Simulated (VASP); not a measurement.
Collinear spin orders of Co (hcp), each at the geometry relaxed in the ferromagnetic state (one order's cell is shown).

Here is the system:

```
CELL_PARAMETERS angstrom
      1.23155    -2.13311     0.00000
      1.23155     2.13311     0.00000
      0.00000     0.00000     4.01574
ATOMIC_POSITIONS crystal
  Co 0.33333 0.66667 0.25000
  Co 0.66667 0.33333 0.75000
```
Starting moments (μB, in the order of the record's atoms Co Co): 1.7 1.7.

Method: r2SCAN meta-GGA, VASP's PBE PAW potentials (set 64) (plane waves; VASP). Numerical set-up: 400 eV cut-off, 18×18×10 Γ-centred mesh, Gaussian smearing of 0.050 eV, potentials Co.

The cells have different k-meshes, which leaves a few meV/atom of noise.

### Question
Which of these orders lies lowest, and by how much: ferromagnetic; moments alternating along a3 (doubled cell); moments of sites 2 reversed; moments alternating along a1 (doubled cell)?

### Answer
The order «ferromagnetic» lies lowest, by 172.3 meV/atom.
| order | energy over the lowest (meV/atom) | largest site moment (μB) |
|---|---|---|
| ferromagnetic | 0.0 | 1.80 |
| moments alternating along a3 (doubled cell) | 172.3 | 1.77 |
| moments of sites 2 reversed | 307.3 | 1.72 |
| moments alternating along a1 (doubled cell) | 322.1 | 1.66 |

The compound is Co in the hcp structure. It was relaxed first.
